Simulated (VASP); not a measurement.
**Cs: single point with PBE**

The system is Cs, in a box.

```
CELL_PARAMETERS angstrom
10.50000 0.00000 0.00000
0.00000 11.00000 0.00000
0.00000 0.00000 11.50000
ATOMIC_POSITIONS crystal
Cs 0.50000 0.50455 0.50000
```

```yaml
Program: VASP 6.6.1
Task: single point
Functional: PBE
Potentials_or_basis: VASP PAW PBE potentials, release 64 (Cs_sv)
Cutoff: 400 eV
k_mesh: 1 × 1 × 1
Occupations: gaussian, width 0.01 eV
Spin: collinear spin, ferromagnetic start
Starting_moments: "[0.5] μB"
Fixed_moment: 1 μB
Further_INCAR_settings: ALGO = Normal; EDIFF = 1e-07; NBANDS = 14; ISYM = 0
```

| Quantity | Value |
| --- | --- |
| Net moment | 1.00 μB per cell |
| Valence electrons inside the program's atomic spheres | Cs 6.54 |

Run time: 49 s on 4 MPI ranks on Intel(R) Xeon(R) 6975P-C (Granite Rapids), with other jobs on the host, peak memory 0.37 GiB a rank.

Caveat: the total moment is fixed, so each spin has its own Fermi level. The run has no spin-orbit coupling, so splittings on Cs are missing.
